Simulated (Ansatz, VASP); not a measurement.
# Two plane-wave programs on Sc4Si

```
Sc Si
1.0
     4.96577    0.00000    0.00000
     0.00000    4.96577    0.00000
     0.00000    0.00000    4.96577
Sc Si
4 1
Direct
  0.00000 0.50000 0.50000
  0.50000 0.00000 0.50000
  0.50000 0.50000 0.00000
  0.50000 0.50000 0.50000
  0.00000 0.00000 0.00000
```

Alike in both runs: functional PBE; k mesh 8 × 8 × 8; occupations gaussian, width 0.1 eV; no spin polarisation.

Ansatz relaxed the structure, and its values are those at the end. VASP's run is a single point on that final structure, the one shown.

|  | VASP | Ansatz |
| --- | --- | --- |
| version | VASP 6.6.1 | Ansatz 0.2.0 |
| potentials or method | VASP PAW PBE potentials, release 64 (Sc_sv, Si) | scalar-relativistic, plane waves, PAW |
| plane-wave cutoff (eV) | 520 | 420 |
| valence electrons in the cell | 48 | 48 |

|  | VASP | Ansatz | Ansatz less VASP |
| --- | --- | --- | --- |
| gap on the k mesh at the Fermi level (eV) | none | none | - |
| pressure (GPa) | 0.1 | 0.0 | -0.14 |

A gap of «none» marks a metal or a gap that the smearing closes. With one functional, cell and mesh, what is left measures potentials, basis and numerics.
